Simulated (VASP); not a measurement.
VASP ran on this input.

POSCAR:
```
CdS
1
    0.0000000000     2.6892000000     2.6892000000
    2.6892000000     0.0000000000     2.6892000000
    2.6892000000     2.6892000000     0.0000000000
Cd S
1 1
Direct
  0.0000000000   0.0000000000   0.0000000000
  0.5000000000   0.5000000000   0.5000000000
```

### INCAR
```
# general
SYSTEM =CdS
PREC   =Accurate
ENCUT  =400
LREAL  =.FALSE.
LASPH  =.TRUE.

# electronic loop
EDIFF  =1E-6
NELM   =100
ALGO   =Normal
LMAXMIX=4

# smearing
ISMEAR =0
SIGMA  =0.05

# functional
GGA    =PS

# ions
IBRION =2
NSW    =60
ISIF   =3
EDIFFG =-0.01

# output
LWAVE  =.FALSE.
LCHARG =.FALSE.
```

File KPOINTS:
```
Automatic mesh
0
Gamma
8 8 8
0 0 0
```

POTCAR, in this order: Cd S (PBE.64 set). Program: vasp_std.

Task: Write an equivalent input for Ansatz.

Result: One equivalent input (not run):
Ansatz 0.2 input:
```yaml
crystal:
  lattice:
    - [0.0000000, 2.6892000, 2.6892000]
    - [2.6892000, 0.0000000, 2.6892000]
    - [2.6892000, 2.6892000, 0.0000000]
  atoms:
    - { symbol: Cd, position: [0.0000000, 0.0000000, 0.0000000] }
    - { symbol: S, position: [0.5000000, 0.5000000, 0.5000000] }
kpoints:
  mp_grid: { grid: [8, 8, 8] }
hamiltonian:
  xc: pbesol
  pseudopotentials: { kind: paw }
scf:
  occupations: { method: gaussian, width: 0.05 }
  max_iter: 100
relax:
  max_steps: 60
  f_tol: 0.01
  cell: {}
output: { forces: true, stress: true, eigenvalues: true }
```
What does not carry over: each code has its own PAW files, so the cut-off isn't converted (ENCUT is set for VASP's; basis.ecutwfc is left out, and Ansatz then takes the one that its files recommend); Ansatz stops its SCF on the density residual and VASP on the energy change (EDIFF).

The structure was generated: CdS was put into the rock salt type (Fm-3m), which need not be its known phase. This run relaxes it. Symmetry was kept, so distortions that lower it aren't found.
